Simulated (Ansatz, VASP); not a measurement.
**WSO (2H-WOS monolayer) in two plane-wave programs**

One calculation is typed for both programs; each brings its own data sets. How far apart do they land? The structure shown is the start of the Ansatz relaxation below; VASP solves that cell, so the two are compared at the walk's first step.

Calculated with Ansatz 0.2.0; plane waves, with VASP 6.6.1 beside it; single point at PBE.

### 1. Set-up

The cell holds 3 atoms: 1 S, 1 W and 1 O. Cell: a = 3.053 Å, b = 3.053 Å, c = 29.844 Å, α = 90.0°, β = 90.0°, γ = 120.0°. Vacuum lies along c. The height across the vacuum is the one that the program set for its solve, not the one typed.

### 2. Ansatz: relaxation, PBE

Ansatz runs on its default PAW (the set named soft_2) files.

The two programs are compared at the cell with which this relaxation starts, whose forces are those of its first step.

The input, input.yaml:

```yaml
crystal:
  lattice:
    - [3.052956, 0.0, 0.0]
    - [-1.526478, 2.6439374526, 0.0]
    - [0.0, 0.0, 17.022203859]
  atoms:
    - { symbol: S, position: [0.3333333333, 0.6666666667, 0.4112275977] }
    - { symbol: W, position: [0.0, 0.0, 0.5176864147] }
    - { symbol: O, position: [0.3333333333, 0.6666666667, 0.5887724023] }
  periodic: [true, true, false]
kpoints:
  mp_grid: { grid: [12, 12, 1] }
hamiltonian:
  xc: pbe
scf:
  occupations: { method: fermi_dirac, width: 0.05 }
relax:
  f_tol: 0.01
  max_steps: 90
  cell: {}
```

Launch:

```bash
> ansatz run input.yaml --threads 4 --pin off --max-ram 8192MiB --backend cpu --events-out ev --progress --plain --runs-dir out
```

Numbers of over 12 decimals in the logs are rounded to 6 here.

What it wrote:

```text
Warning: crystal.periodic: the lattice vector that does not repeat stood 0.000° off the slab's normal, 17.022 Å along it as the deck builds it. The run solves the slab on a vector along the normal, 29.844 Å long, with every atom where it was (on the deck's vector they left 14.00 Å outside them, and the widest stretch free of ions among them is 1.81 Å). A fractional position that the run reports is one of the run's ce [...]
crystal.periodic: the lattice vector that does not repeat stood 0.000° off the slab's normal, 17.022 Å along it as the deck builds it. The run solves the slab on a vector along the normal, 29.844 Å long, with every atom where it was (on the deck's vector they left 14.00 Å outside them, and the widest stretch free of ions among them is 1.81 Å). A fractional position that the run reports is one of the run's cell, which [...]
Engine: ansatz 0.2.0, x86_64-unknown-linux-gnu
Pseudopotentials: kind: paw
Pseudopotential: S, paw, valence charge 6, recommended cutoff 420 eV (normal), S.paw.azcp
Pseudopotential: W, paw, valence charge 14, recommended cutoff 420 eV (normal), W.paw.azcp
Pseudopotential: O, paw, valence charge 6, recommended cutoff 420 eV (normal), O.paw.azcp
Functional definition: PBE
  parameter kappa = 0.804
  parameter beta = 0.066725
  exchange = pbe_x(kappa = kappa, mu = beta*pi^2/3)
  correlation = pbe_c(beta = beta)
Crystal: 3 atoms, lattice volume = 240.899 Å³
Basis set: ecut = 420 eV, 4659 PW (Γ), exchange–correlation on 48×48×400 points (8 copies of the dense FFT grid, shifted against one another)
Bands: 17, of which v1, the nominal top of the filled ones, is band 13 counted from 1 (12 counted from 0)
Symmetry: 6 space group operations
Space group: P3m1 (ITA 156), of the structure as read, at distance tolerance 6.2e-5 Å
k-points: 19 of 144 (time reversal used)
Non-local potential: S, projectors of the file, l = 0: 2, l = 1: 2, l = 2: 2
Non-local potential: W, projectors of the file, l = 0: 3, l = 1: 2, l = 2: 2, l = 3: 1
Non-local potential: O, projectors of the file, l = 0: 2, l = 1: 2, l = 2: 1
PAW form: soft (Blöchl's): semilocal exchange-correlation on the pseudo side does not see the compensation charge
PAW one-centre angular grid: S, 110 points (default); XC on 64 Gauss nodes
PAW one-centre angular grid: W, 590 points (default); XC on 64 Gauss nodes
PAW one-centre angular grid: O, 110 points (default); XC on 64 Gauss nodes
Initial density: superposition of atomic densities (neutral atoms: chi_scale 0, normalization atom), corrected by the library's trained network
Initial wavefunctions: pseudopotential atomic-orbital guess
Functional: x = pbe(κ = 0.804, μ = 0.219515), c = pbe(β = 0.066725)
SCF iter   1: F=—  HF=-11855.273158 eV  |F-HF|=—  |Δ(HF+E_count)|=         —  Δρ=3.21e-3  dr2=2.73e-2  ethr=1.77e-3  ⟨swp⟩=14.7  Hψ=3160  notcnv=0
[...]
relax step   6: F+E_penalty+E_count = -11855.67935027 eV  Δ(F+E_penalty+E_count) = +1.883e-5 eV  max|allowed force component| = 9.402e-5 eV/Å  Δτ_max = 0.0002 Å  P = -0.001 N/m  Ω = 233.556 Å³  energy of the carried Pulay correction = +2.612e-3 eV  fix = [c, alpha, beta]  reactions: c -0.000 N/m  (5 SCF iters, dr2 threshold 6.51e-9 eV, accepted)
[...]
relax step   7: F+E_penalty+E_count = -11855.67720991 eV  Δ(F+E_penalty+E_count) = +2.140e-3 eV  max|allowed force component| = 5.203e-4 eV/Å  Δτ_max = 0.0000 Å  P = -0.056 N/m  Ω = 233.556 Å³  fix = [c, alpha, beta]  reactions: c -0.000 N/m  stress off target by 5.64e-2 N/m on what of the cell is left free  SCF on the basis re-selected at this cell (its energy is not comparable with the rows above)  (10 SCF iters)
[...]
relax step   8: F+E_penalty+E_count = -11855.67725294 eV  Δ(F+E_penalty+E_count) = -4.304e-5 eV  max|allowed force component| = 8.998e-5 eV/Å  Δτ_max = 0.0002 Å  P = -0.002 N/m  Ω = 233.454 Å³  energy of the carried Pulay correction = +3.680e-5 eV  fix = [c, alpha, beta]  reactions: c -0.000 N/m  (6 SCF iters, dr2 threshold 4.69e-9 eV, accepted)
[...]
relax step   9: F+E_penalty+E_count = -11855.67722038 eV  Δ(F+E_penalty+E_count) = +3.257e-5 eV  max|allowed force component| = 8.886e-5 eV/Å  Δτ_max = 0.0000 Å  P = -0.002 N/m  Ω = 233.454 Å³  fix = [c, alpha, beta]  reactions: c -0.000 N/m  stress off target by 2.38e-3 N/m on what of the cell is left free  SCF on the basis re-selected at this cell (its energy is not comparable with the rows above)  (8 SCF iters)
basis re-selected at this cell: Δ(F+E_penalty+E_count) = +3.257e-5 eV, ΔP = -0.000 N/m vs the last step (what re-selecting the basis moved, of the pressure what is left beyond the Pulay correction that the steps carried, after the strain that the cell walked since its last selection, with what the two solves' SCF thresholds leave and, on support functions, any second-order correction that the steps lacked; it is no m [...]
SCF converged after 8 iterations
Free energy (F): -11855.677220 eV
Harris-Foulkes:  -11855.677220 eV  (|F-HF|=1.46e-11)
Internal energy: -11855.677220 eV  (E = F + TS)
E sigma→0 (E₀):  -11855.677220 eV
Fermi energy:    -4.849106 eV
--- Per-component energies (eV) ---
  E_band       = -656.010530
  E_kinetic    = 732.629457
  E_local      = -49915.745390  (includes V_loc(G=0)·N_el)
  E_nonlocal   = 76.055634
  E_hartree    = 24518.346909
  E_xc         = -438.074277
  E_vxc        = -420.688657  (∫ρ·V_xc dr)
  E_paw        = -9320.190658  (= ΣΔE_a)
  E_vpaw       = -164.957927  (= ΣTr[D̂ρ^β])
  E_aug_tail   = 0.002361  (compensation charges beyond the density's cutoff)
  E_ewald      = 22491.298744
  E_smearing   = -0.000000  (= −TS)
  E_closure    = 0.000000  (closes the sum)
  Σ components = -11855.677220   (vs F -11855.677220, Δ=0.00e0)
--- Forces (eV/Å), atoms counted from 1 ---
  atom   1  S     -0.00000000     0.00000000     0.00008110
  atom   2  W      0.00000000    -0.00000000     0.00000885
  atom   3  O     -0.00000000    -0.00000000    -0.00008832
  max |Σ_I F_I| component: 1.62e-6 eV/Å
--- 2D stress c σ (N/m, compression-positive) ---
       -0.002376       0.000000      -0.000000
        0.000000      -0.002376      -0.000000
       -0.000000      -0.000000      -0.000000
  P = ½ c Tr σ = -0.0024 N/m
--- Relaxed structure (7 steps of the walk, 7 accepted, 2 SCFs on fresh bases) ---
  F+E_penalty+E_count = -11855.67722038 eV   max|allowed force component| = 8.886e-5 eV/Å   (the final SCF, on the basis selected at the relaxed cell)
  cell:  # Å, volume = 233.4536 Å³
    - [3.005408, 0.0, 0]
    - [-1.502704, 2.602760, 0]
    - [0, 0, 29.844408]
  atoms:
    - { symbol: S, position: [0.333333, 0.666667, 0.239008] }
    - { symbol: W, position: [2.2808830600763502e-17, 4.934324553817781e-17, 0.293784] }
    - { symbol: O, position: [0.333333, 0.666667, 0.332843] }
```

### 3. VASP: single point, PBE, start cell

The same cell, functional, mesh and smearing now go to VASP, with its own data sets.

Lines of VASP's logs that name or quote its potential files are left out, and so is its time.

The input, INCAR:

```
SYSTEM = WSO
PREC = Accurate
ENCUT = 520
EDIFF = 1E-06
NELM = 120
ISMEAR = -1
SIGMA = 0.05
LREAL = .FALSE.
ALGO = Normal
GGA = PE
NBANDS = 15
LASPH = .TRUE.
LORBIT = 11
LWAVE = .FALSE.
LCHARG = .FALSE.
ISIF = 2
LDIPOL = .TRUE.
IDIPOL = 3
DIPOL = 0.5 0.5 0.289
LVHAR = .TRUE.
GGA_COMPAT = .FALSE.
EFERMI = MIDGAP
NELMDL = -8
```

The input, POSCAR:

```
WSO
1.0
    3.0529560000      0.0000000000      0.0000000000
   -1.5264780000      2.6439370000      0.0000000000
    0.0000000000      0.0000000000     29.8444080000
S W O
1 1 1
Direct
    0.3333333964      0.6666667927      0.2345498024
    0.0000000000      0.0000000000      0.2952701893
    0.3333333964      0.6666667927      0.3358151383
```

The input, KPOINTS:

```
Automatic mesh
0
Gamma
12 12 1
0 0 0
```

PAW data sets: S, W and O (PBE family, release 64).

Launch:

```bash
> mpirun -np 1 vasp_std
```

What it wrote:

```text
[banner, memory and clock lines left out]
running    1 mpi-ranks, on    1 nodes
 distrk:  each k-point on    1 cores,    1 groups
 distr:  one band on    1 cores,    1 groups

 POSCAR found type information on POSCAR S W O
 POSCAR found :  3 types and       3 ions
 LDA part: xc-table for (Slater+PW92), standard interpolation
 POSCAR, INCAR and KPOINTS ok, starting setup
 FFT: planning ... GRIDC
 FFT: planning ... GRID_SOFT
 FFT: planning ... GRID
 WAVECAR not read
 entering main loop
       N       E                     dE             d eps       ncg     rms          rms(c)
DAV:   1     0.148694286312E+03    0.14869E+03   -0.61086E+03   578   0.861E+02
DAV:   2    -0.749425844489E+01   -0.15619E+03   -0.14552E+03  1026   0.178E+02
DAV:   3    -0.285270047882E+02   -0.21033E+02   -0.20836E+02   802   0.857E+01
DAV:   4    -0.289263394395E+02   -0.39933E+00   -0.39718E+00   731   0.140E+01
DAV:   5    -0.289333955752E+02   -0.70561E-02   -0.70527E-02   795   0.171E+00
DAV:   6    -0.289336359720E+02   -0.24040E-03   -0.24039E-03   762   0.296E-01
DAV:   7    -0.289336444798E+02   -0.85078E-05   -0.85078E-05   817   0.501E-02
DAV:   8    -0.289336448751E+02   -0.39530E-06   -0.39530E-06   751   0.101E-02    0.261E+01
DAV:   9    -0.261596638270E+02    0.27740E+01   -0.12851E+01   813   0.313E+01    0.989E+00
DAV:  10    -0.258192457390E+02    0.34042E+00   -0.40794E+00   756   0.197E+01    0.848E+00
DAV:  11    -0.255047180771E+02    0.31453E+00   -0.76430E-01   732   0.834E+00    0.123E+00
DAV:  12    -0.254953847769E+02    0.93333E-02   -0.10262E-01   801   0.300E+00    0.556E-01
DAV:  13    -0.254948883919E+02    0.49638E-03   -0.10836E-02   745   0.896E-01    0.456E-01
DAV:  14    -0.254939185403E+02    0.96985E-03   -0.29330E-03   815   0.393E-01    0.212E-01
[...]
DAV:  21    -0.254938288952E+02   -0.20946E-04   -0.28973E-06   766   0.119E-02    0.359E-03
DAV:  22    -0.254938461446E+02   -0.17249E-04   -0.41014E-07   651   0.423E-03    0.251E-03
DAV:  23    -0.254938581256E+02   -0.11981E-04   -0.44557E-07   618   0.335E-03    0.167E-03
DAV:  24    -0.254938644423E+02   -0.63167E-05   -0.15689E-07   628   0.171E-03    0.519E-04
DAV:  25    -0.254938693152E+02   -0.48729E-05   -0.19574E-07   595   0.235E-03    0.648E-04
DAV:  26    -0.254938703820E+02   -0.10669E-05   -0.25317E-08   635   0.139E-03    0.661E-04
DAV:  27    -0.254938718261E+02   -0.14440E-05   -0.47148E-08   607   0.103E-03    0.226E-04
DAV:  28    -0.254938724163E+02   -0.59020E-06   -0.17024E-08   635   0.534E-04
   1 F= -.25493872E+02 E0= -.25493872E+02  d E =-.796666E-07
```

OUTCAR, selected parts (step 3):

```text
ion  position               nearest neighbor table
   1  0.333  0.667  0.235-   2 2.53   2 2.53   2 2.53
   2  0.000  0.000  0.295-   3 2.14   3 2.14   3 2.14   1 2.53   1 2.53   1 2.53
   3  0.333  0.667  0.336-   2 2.14   2 2.14   2 2.14

  LATTYP: Found a hexagonal cell.
 ALAT       =     3.0529560000
 C/A-ratio  =     9.7755775059

 Subroutine GETGRP returns: Found  6 space group operations
 (whereof  6 operations were pure point group operations)

The static configuration has the point symmetry C_3v.

 Found     19 irreducible k-points:

   k-points           NKPTS =     19   k-points in BZ     NKDIM =     19   number of bands    NBANDS=     15

   dimension x,y,z NGX =    24 NGY =   24 NGZ =  224
   dimension x,y,z NGXF=    48 NGYF=   48 NGZF=  448

   ENCUT  =  520.0 eV  38.22 Ry    6.18 a.u.   5.68  5.68 55.49*2*pi/ulx,y,z

   NELECT =      18.0000    total number of electrons

 k-points in reciprocal lattice and weights: Automatic mesh
   0.00000000  0.00000000  0.00000000       0.007
   0.08333333 -0.00000000  0.00000000       0.042
   0.16666667 -0.00000000  0.00000000       0.042
   0.25000000 -0.00000000  0.00000000       0.042
   0.33333333 -0.00000000  0.00000000       0.042
   0.41666667 -0.00000000  0.00000000       0.042
   0.50000000 -0.00000000  0.00000000       0.021
   0.08333333  0.08333333  0.00000000       0.042
   0.16666667  0.08333333  0.00000000       0.083
[...]
0.33333333  0.25000000  0.00000000       0.083
   0.33333333  0.33333333  0.00000000       0.014

 dipolmoment           0.000000      0.000000      0.084130 electrons x Angstroem

 average (electrostatic) potential at core
       1 -95.7692       2 -50.5464       3 -79.6958

 E-fermi :  -3.1095

 k-point     1 :       0.0000    0.0000    0.0000
  band No.  band energies     occupation
    ...
      5      -8.3072      2.00000
      6      -7.2421      2.00000
      7      -5.1324      2.00000
      8      -5.1324      2.00000
      9      -3.7673      2.00000
     10      -1.5216      0.00000
     11      -1.5216      0.00000
     12      -1.1464      0.00000
     13      -1.1464      0.00000
     14      -0.2449      0.00000
    ...

 k-point     2 :       0.0833   -0.0000    0.0000
  band No.  band energies     occupation
    ...
      5      -8.2594      2.00000
      6      -7.1585      2.00000
      7      -5.4489      2.00000
      8      -5.2199      2.00000
      9      -3.8658      2.00000
     10      -1.7539      0.00000
     11      -1.5958      0.00000
     12      -1.2463      0.00000
     13      -0.9611      0.00000
     14       0.1246      0.00000
    ...

 k-point     3 :       0.1667   -0.0000    0.0000
  band No.  band energies     occupation
    ...
      5      -8.1620      2.00000
      6      -7.1336      2.00000
      7      -6.1662      2.00000
      8      -5.3828      2.00000
      9      -4.2397      2.00000
     10      -2.1070      0.00000
     11      -1.6935      0.00000
     12      -1.1879      0.00000
     13      -0.5728      0.00000
     14       0.7881      0.00000
    ...

  Total       -4.0891852     -4.0891838     -7.4767992      0.0000000      0.0000000      0.0000000
  in kB      -27.1964830    -27.1964736    -49.7269338      0.0000000      0.0000000      0.0000000
  external PRESSURE =     -34.7066301 kB  Pullay stress =       0.0000000 kB

  energy-cutoff  :      520.00
  volume of cell :      240.90
      direct lattice vectors                 reciprocal lattice vectors
     3.052956000  0.000000000  0.000000000     0.327551396  0.189111919  0.000000000
    -1.526478000  2.643937000  0.000000000     0.000000000  0.378223838  0.000000000
     0.000000000  0.000000000 29.844408000     0.000000000  0.000000000  0.033507115

 POSITION                                       TOTAL-FORCE (eV/Angst)
 -----------------------------------------------------------------------------------
      0.00000      1.76262      7.00000        -0.000000      0.000000      3.190943
      0.00000      0.00000      8.81216        -0.000000     -0.000000     -1.821695
      0.00000      1.76262     10.02220         0.000000      0.000000     -1.369247
 -----------------------------------------------------------------------------------
    total drift:                               -0.000000     -0.000578      0.000426

  FREE ENERGIE OF THE ION-ELECTRON SYSTEM (eV)
  ---------------------------------------------------
  free  energy   TOTEN  =       -25.4938724163 eV

  energy  without entropy=      -25.4938723366  energy(sigma->0) =      -25.49387238

 vacuum level on the upper side and lower side of the slab         3.014         1.128

 total charge
# of ion       s       p       d       tot
------------------------------------------
    1        1.370   2.283   0.000   3.653
    2        0.511   0.647   3.968   5.126
    3        1.577   3.350   0.000   4.927
--------------------------------------------------
tot          3.458   6.279   3.968  13.705

[... 3 further parts left out ...]
```

### 4. Comparison

Known differences besides the potentials themselves: Ansatz cuts the interaction across the vacuum, VASP repeats the sheet with a dipole correction; the data sets hold 26 valence electrons in Ansatz (on its default PAW (the set named soft_2) files) and 18 in VASP; the cutoff is 420 eV in Ansatz and 520 eV in VASP. Total energies have different zeros and are not compared.

Forces (eV/Å; atoms numbered as in POSCAR):

```csv
atom,"Ansatz x, y, z","VASP x, y, z"
S1,"0.000, 0.000, 3.108","0.000, 0.000, 3.191"
W2,"0.000, 0.000, -1.736","0.000, 0.000, -1.822"
O3,"0.000, 0.000, -1.372","0.000, 0.000, -1.369"
```

The forces differ by 40 meV/Å r.m.s., which is 3.0 % of the r.m.s. force of 1.307 eV/Å (both taken over all components). With vacuum in the cell, a pressure given here is an average over mostly empty space and none of the material.

### 5. Results

```
r.m.s. force difference (single point, PBE, start cell) : 3.0 % of the r.m.s. force
```

**Reading.** The r.m.s. force difference is 3.0 % of the r.m.s. force (single point, PBE, start cell), at about the 3 % picked in this series as the mark of a large difference. The data sets hold unlike numbers of valence electrons (26 in Ansatz and 18 in VASP), so part of the differences comes from the potentials. What causes the difference of the single point, PBE, start cell pair stays open here. 1 further run of this series is not shown here. Such differences can come from data sets, numerical settings and the points named under the comparisons, not from the functional's error against experiment.

[Lines on the potential files, build, host, timing and source positions are cut from VASP's logs without a mark.]

[Logs are printed without paths, hosts, clocks, repeated set-up lines and the standing remarks that a program may print on its own settings, such as how far it seeks lower states.]

[Hosts, paths, dates, database ids (printed as entryN), source tags and the programs' standing remarks are cut or masked in the printed files.]
